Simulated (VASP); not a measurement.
# LiMg3 (Pm-3m) in VASP: notebook

The runs below take LiMg3 through single point, with LDA.

All numbers are computed with VASP 6.6.1; they aren't measurements. Logs are shortened: lines on timing, memory, paths and dates and some standing lists are left out, and cuts for length are marked.

## 1. The structure

The structure is cubic, space group Pm-3m (No. 221). The conventional cell has a = 4.411 Å, b = 4.411 Å, c = 4.411 Å, α = 90.00°, β = 90.00°, γ = 90.00°. Li (site symmetry m-3m) is surrounded by 12 Mg at 3.12 Å. Mg (site symmetry 4/mmm) has 4 Li at 3.12 Å and 8 Mg at 3.12 Å as nearest neighbours.

The cell comes from a database or a generator and needn't be the stable form of this composition.

## 2. Single point, LDA

File INCAR:

```
SYSTEM = LiMg3
  PREC = Accurate
  ENCUT = 520
  EDIFF = 1E-6
  ISMEAR = -1
  SIGMA = 0.1
  LREAL = .FALSE.
  LASPH = .TRUE.
  NELM = 100
  ALGO = Normal
  ISIF = 2
  LWAVE = .FALSE.
  LCHARG = .TRUE.
  GGA = CA
  LELF = .TRUE.
  LVHAR = .TRUE.
  NBANDS = 12
```

File KPOINTS:

```
regular mesh
0
G
  5 5 5
  0 0 0
```

File POSCAR:

```
LiMg3
1.0
    4.4110690000      0.0000000000      0.0000000000
    0.0000000000      4.4110690000      0.0000000000
    0.0000000000      0.0000000000      4.4110690000
Li Mg
1 3
Direct
    0.0000000000      0.0000000000      0.0000000000
    0.5000000000      0.5000000000      0.0000000000
    0.5000000000      0.0000000000      0.5000000000
    0.0000000000      0.5000000000      0.5000000000
```

Potentials or basis: VASP PAW LDA potentials, release 64 (Li_sv, Mg).

Started as:

```bash
$ cat potpaw_LDA.64/Li_sv/POTCAR potpaw_LDA.64/Mg/POTCAR > POTCAR
$ mpirun -np 1 vasp_std > vasp.out
```

OUTCAR:

```text
SYSTEM = LiMg3
   PREC = Accurate
   ENCUT = 520
   EDIFF = 1E-6
   ISMEAR = -1
   LREAL = .FALSE.
   LASPH = .TRUE.
   NELM = 100
   ISIF = 2
   GGA = CA

 ion  position               nearest neighbor table
   1  0.000  0.000  0.000-   2 3.12   3 3.12   4 3.12   3 3.12   4 3.12   2 3.12   4 3.12   4 3.12
                             2 3.12   3 3.12   3 3.12   2 3.12
   2  0.500  0.500  0.000-   1 3.12   3 3.12   4 3.12   3 3.12   4 3.12   1 3.12   3 3.12   3 3.12
                             1 3.12   4 3.12   4 3.12   1 3.12
   3  0.500  0.000  0.500-   1 3.12   2 3.12   4 3.12   1 3.12   2 3.12   2 3.12   4 3.12   2 3.12
                             1 3.12   4 3.12   1 3.12   4 3.12
   4  0.000  0.500  0.500-   1 3.12   2 3.12   3 3.12   1 3.12   2 3.12   1 3.12   3 3.12   1 3.12
                             2 3.12   3 3.12   2 3.12   3 3.12

  LATTYP: Found a simple cubic cell.
 ALAT       =     4.4110690000

  Lattice vectors:

 A1 = (   4.4110690000,   0.0000000000,   0.0000000000)
 A2 = (   0.0000000000,   4.4110690000,   0.0000000000)
 A3 = (   0.0000000000,   0.0000000000,   4.4110690000)

Analysis of symmetry for initial positions (statically):
=====================================================================
 Subroutine PRICEL returns:
 Original cell was already a primitive cell.

 Routine SETGRP: Setting up the symmetry group for a
 simple cubic supercell.

 Subroutine GETGRP returns: Found 48 space group operations
 (whereof 48 operations were pure point group operations)
 out of a pool of 48 trial point group operations.

The static configuration has the point symmetry O_h .

Analysis of symmetry for dynamics (positions and initial velocities):
=====================================================================
 Subroutine PRICEL returns:
 Original cell was already a primitive cell.

 Routine SETGRP: Setting up the symmetry group for a
 simple cubic supercell.

 Subroutine GETGRP returns: Found 48 space group operations
 (whereof 48 operations were pure point group operations)
 out of a pool of 48 trial point group operations.

The dynamic configuration has the point symmetry O_h .

 Subroutine INISYM returns: Found 48 space group operations
 (whereof 48 operations are pure point group operations),
 and found     1 'primitive' translations

----------------------------------------------------------------------------------------

                                     Primitive cell

  volume of cell :      85.8285

  direct lattice vectors                    reciprocal lattice vectors
     4.411069000  0.000000000  0.000000000     0.226702416  0.000000000  0.000000000
     0.000000000  4.411069000  0.000000000     0.000000000  0.226702416  0.000000000
     0.000000000  0.000000000  4.411069000     0.000000000  0.000000000  0.226702416

  length of vectors
     4.411069000  4.411069000  4.411069000     0.226702416  0.226702416  0.226702416

  position of ions in fractional coordinates (direct lattice)
     0.000000000  0.000000000  0.000000000
     0.500000000  0.500000000  0.000000000
     0.500000000  0.000000000  0.500000000
     0.000000000  0.500000000  0.500000000

  ion indices of the primitive-cell ions
   primitive index   ion index
                 1           1
                 2           2
                 3           3
                 4           4

----------------------------------------------------------------------------------------

 KPOINTS: regular mesh

Automatic generation of k-mesh.
 Grid dimensions read from file:
 generate k-points for:    5    5    5

 Generating k-lattice:

  Cartesian coordinates                     Fractional coordinates (reciprocal lattice)
     0.045340483  0.000000000  0.000000000     0.200000000  0.000000000  0.000000000
     0.000000000  0.045340483  0.000000000     0.000000000  0.200000000  0.000000000
     0.000000000  0.000000000  0.045340483     0.000000000  0.000000000  0.200000000

  Length of vectors
     0.045340483  0.045340483  0.045340483

  Shift w.r.t. Gamma in fractional coordinates (k-lattice)
     0.000000000  0.000000000  0.000000000

 Subroutine IBZKPT returns following result:
 ===========================================

 Found     10 irreducible k-points:

 Following reciprocal coordinates:
            Coordinates               Weight
  0.000000  0.000000  0.000000      1.000000
  0.200000  0.000000  0.000000      6.000000
  0.400000  0.000000  0.000000      6.000000
  0.200000  0.200000  0.000000     12.000000
  0.400000  0.200000  0.000000     24.000000
  0.400000  0.400000  0.000000     12.000000
  0.200000  0.200000  0.200000      8.000000
  0.400000  0.200000  0.200000     24.000000
  0.400000  0.400000  0.200000     24.000000
  0.400000  0.400000  0.400000      8.000000
   k-points           NKPTS =     10   k-points in BZ     NKDIM =     10   number of bands    NBANDS=     12
   number of dos      NEDOS =    301   number of ions     NIONS =      4
   total plane-waves  NPLWV =  46656
   dimension x,y,z NGX =    36 NGY =   36 NGZ =   36
   dimension x,y,z NGXF=    72 NGYF=   72 NGZF=   72
   ions per type =               1   3
   NGX,Y,Z   is equivalent  to a cutoff of  13.57, 13.57, 13.57 a.u.
   NGXF,Y,Z  is equivalent  to a cutoff of  27.14, 27.14, 27.14 a.u.
 SYSTEM =  LiMg3
   PREC   = accura    normal or accurate (medium, high low for compatibility)
   ISTART =      0    job   : 0-new  1-cont  2-samecut
   ICHARG =      2    charge: 1-file 2-atom 10-const
   ISPIN  =      1    spin polarized calculation?
   LNONCOLLINEAR =      F non collinear calculations
   LSORBIT =      F    spin-orbit coupling
   LASPH  =      T    aspherical Exc in radial PAW
   ENCUT  =  520.0 eV  38.22 Ry    6.18 a.u.   8.20  8.20  8.20*2*pi/ulx,y,z
   NELM   =    100;   NELMIN=  2; NELMDL= -5     # of ELM steps
   EDIFF  = 0.1E-05   stopping-criterion for ELM
   LREAL  =      F    real-space projection
   EDIFFG = 0.1E-04   stopping-criterion for IOM
   NSW    =      0    number of steps for IOM
   IBRION =     -1    ionic relax: 0-MD 1-quasi-New 2-CG
   NFREE  =      0    steps in history (QN), initial steepest desc. (CG)
   ISIF   =      2    stress and relaxation
   ISYM   =      2    0-nonsym 1-usesym 2-fastsym
   POTIM  = 0.5000    time-step for ionic-motion
   TEBEG  =    0.0;   TEEND  =   0.0 temperature during run
   PSTRESS=    0.0 pullay stress
   NELECT =       9.0000    total number of electrons
   NUPDOWN=      -1.0000    fix difference up-down
   EMIN   =  10.00;   EMAX   =-10.00  energy-range for DOS
   EFERMI =   0.00;   METHOD = LEGACY
   ISMEAR =    -1;   SIGMA  =   0.10  broadening in eV -4-tet -1-fermi 0-gaus
   EFERMI_NEDOS =   21; number of points for ismear=-14 and -15
   IALGO  =     38    algorithm
   IMIX   =      4    mixing-type and parameters
     AMIX     =   0.40;   BMIX     =  1.00
     AMIX_MAG =   1.60;   BMIX_MAG =  1.00
  volume/ion in A,a.u.               =      21.46       144.80
  Fermi-wavevector in a.u.,A,eV,Ry     =   0.771990  1.458850  8.108650  0.595969
  Thomas-Fermi vector in A             =   1.873526
   LORBIT       =      0    0 simple, 1 ext, 2 COOP (PROOUT), +10 PAW based schemes
   GGA     = CA    functional components
   LHFCALC =     F    Hartree Fock is set to
   AEXX    =    0.0000 exact exchange contribution
   IVDW    =     0    specifies the selected vdW correction
   LEPSILON=     F    determine dielectric tensor
   LRPA    =     F    only Hartree local field effects (RPA)
 non-spin polarized calculation
  energy-cutoff  :      520.00
  volume of cell :       85.83
 maximum number of plane-waves:      2325
 NGX is ok and might be reduce to    36
   NGX = 17   NGY = 17   NGZ = 17

 number of electron       9.0000000 magnetization

 Free energy of the ion-electron system (eV)
  ---------------------------------------------------
  ext. energy  EPLUGINS =         0.00000000
  ---------------------------------------------------
  free energy    TOTEN  =        -7.67721192 eV

  energy without entropy =       -7.63380516  energy(sigma->0) =       -7.65550854

 E-fermi :   2.0064     XC(G=0):  -8.4685

 val. band max:        1.8136887646   @ k =   0.4000   0.2000   0.2000
 cond. band min:       2.0787562586   @ k =   0.4000   0.4000   0.4000
 fundamental gap:      0.2650674940
 Fermi energy:         2.0063508873

 k-point     1 :       0.0000    0.0000    0.0000
  band No.  band energies     occupation
      1     -43.2841      2.00000
      2      -4.2407      2.00000
      3       2.3798      0.04668
      4       2.3798      0.04668
      5       2.3798      0.04668
      6       3.6447      0.00000
      7       3.6447      0.00000
      8       4.3165      0.00000
      9       9.2592      0.00000
     10       9.2594      0.00000
     11       9.2597      0.00000
     12       9.4771      0.00000

 k-point     2 :       0.2000    0.0000    0.0000
  band No.  band energies     occupation
      1     -43.2841      2.00000
      2      -3.9539      2.00000
      3       0.4505      2.00000
      4       2.6607      0.00287
      5       2.6607      0.00287
      6       3.9365      0.00000
      7       4.2355      0.00000
      8       6.3008      0.00000
      9       6.8938      0.00000
     10       6.8938      0.00000
     11       8.4163      0.00000
     12       8.8019      0.00000
[... 91 lines left out ...]
 k-point     9 :       0.4000    0.4000    0.2000
  band No.  band energies     occupation
      1     -43.2839      2.00000
      2      -1.7074      2.00000
      3      -0.3237      2.00000
      4       0.0415      2.00000
      5       1.3574      1.99697
      6       2.8270      0.00055
      7       4.1051      0.00000
      8       4.4117      0.00000
      9       5.7498      0.00000
     10       8.6352      0.00000
     11       9.8068      0.00000
     12      10.0841      0.00000

 k-point    10 :       0.4000    0.4000    0.4000
  band No.  band energies     occupation
      1     -43.2839      2.00000
      2      -0.8531      2.00000
      3       0.5704      2.00000
      4       0.5704      2.00000
      5       0.7345      1.99999
      6       2.0788      0.65300
      7       2.0788      0.65300
      8       2.8644      0.00038
      9       4.2207      0.00000
     10      11.9443      0.00000
     11      12.0500      0.00000
     12      12.0500      0.00000

------------------------ aborting loop because EDIFF is reached ----------------------------------------

  FORCE on cell =-STRESS in cart. coord.  units (eV):
  Direction    XX          YY          ZZ          XY          YZ          ZX
  --------------------------------------------------------------------------------------
  -------------------------------------------------------------------------------------
  Total       -0.8200599     -0.8200599     -0.8200599     -0.0000000      0.0000000      0.0000000
  in kB      -15.3082171    -15.3082171    -15.3082171     -0.0000000      0.0000000      0.0000000
  external PRESSURE =     -15.3082171 kB  Pullay stress =       0.0000000 kB

 VOLUME and BASIS-vectors are now :
 -----------------------------------------------------------------------------
  energy-cutoff  :      520.00
  volume of cell :       85.83
      direct lattice vectors                 reciprocal lattice vectors
     4.411069000  0.000000000  0.000000000     0.226702416  0.000000000  0.000000000
     0.000000000  4.411069000  0.000000000     0.000000000  0.226702416  0.000000000
     0.000000000  0.000000000  4.411069000     0.000000000  0.000000000  0.226702416

 POSITION                                       TOTAL-FORCE (eV/Angst)
 -----------------------------------------------------------------------------------
      0.00000      0.00000      0.00000         0.000000      0.000000      0.000000
      2.20553      2.20553      0.00000         0.000000      0.000000      0.000000
      2.20553      0.00000      2.20553         0.000000      0.000000      0.000000
      0.00000      2.20553      2.20553         0.000000      0.000000      0.000000
 -----------------------------------------------------------------------------------
    total drift:                                0.000000     -0.000000     -0.000000

  FREE ENERGIE OF THE ION-ELECTRON SYSTEM (eV)
  ---------------------------------------------------
  free  energy   TOTEN  =        -7.6772119203 eV

  energy  without entropy=       -7.6338051590  energy(sigma->0) =       -7.65550854
```

Wall time 14 s (1 thread of Intel Xeon Platinum 8375C at 2.90GHz (Ice Lake), shared host); peak memory 0.16 GiB.

Results:

| Property | Result |
| --- | --- |
| Free energy | -7.6772 eV |
| Band gap on the k mesh | none (metal or under the smearing width) |

Levels at points of the mesh, in eV from the Fermi level:
```csv
k point,band 1,band 2,band 3,band 4,band 5,band 6,band 7,band 8,band 9
"(0.00, 0.00, 0.00)",-45.29,-6.25,0.37,0.37,0.37,1.64,1.64,2.31,7.25
```

Caveat: the cutoff is under 1.25 times the usual one of these potentials, so pressure, stress and relaxed cells hold a basis-set (Pulay) error.

## 3. Single point, LDA

This run uses another cell than the first one, of 22.32 Å³/atom, 1.040 times its volume.

File INCAR:

```
SYSTEM = LiMg3
  PREC = Accurate
  ENCUT = 520
  EDIFF = 1E-7
  ISMEAR = -1
  SIGMA = 0.1
  LREAL = .FALSE.
  LASPH = .TRUE.
  NELM = 100
  ALGO = Fast
  ISIF = 2
  LWAVE = .FALSE.
  LCHARG = .FALSE.
  GGA = CA
  NBANDS = 12
```

File KPOINTS:

```
Automatic mesh
0
G
  5 5 5
  0 0 0
```

File POSCAR:

```
LiMg3
1.0
    4.4691160382      0.0000000000      0.0000000000
    0.0000000000      4.4691160382      0.0000000000
    0.0000000000      0.0000000000      4.4691160382
Li Mg
1 3
Direct
    0.0000000000      0.0000000000      0.0000000000
    0.5000000000      0.5000000000      0.0000000000
    0.5000000000      0.0000000000      0.5000000000
    0.0000000000      0.5000000000      0.5000000000
```

Potentials or basis: VASP PAW LDA potentials, release 64 (Li_sv, Mg).

Started as:

```bash
$ cat potpaw_LDA.64/Li_sv/POTCAR potpaw_LDA.64/Mg/POTCAR > POTCAR
$ mpirun -np 1 vasp_std > vasp.out
```

It took 20 s on 1 thread of Intel Xeon Platinum 8375C at 2.90GHz (Ice Lake), shared host; peak memory 0.16 GiB.

Results (log left out):

```
Free energy            : -7.6341 eV
Band gap on the k mesh : none (metal or under the smearing width)
```

Levels at points of the mesh, in eV from the Fermi level:
| k point | band 1 | band 2 | band 3 | band 4 | band 5 | band 6 | band 7 | band 8 |
| --- | --- | --- | --- | --- | --- | --- | --- | --- |
| (0.00, 0.00, 0.00) | -45.37 | -6.11 | 0.37 | 0.37 | 0.37 | 1.56 | 1.56 | 2.30 |

Caveat: the cutoff is under 1.25 times the usual one of these potentials, so pressure, stress and relaxed cells hold a basis-set (Pulay) error.
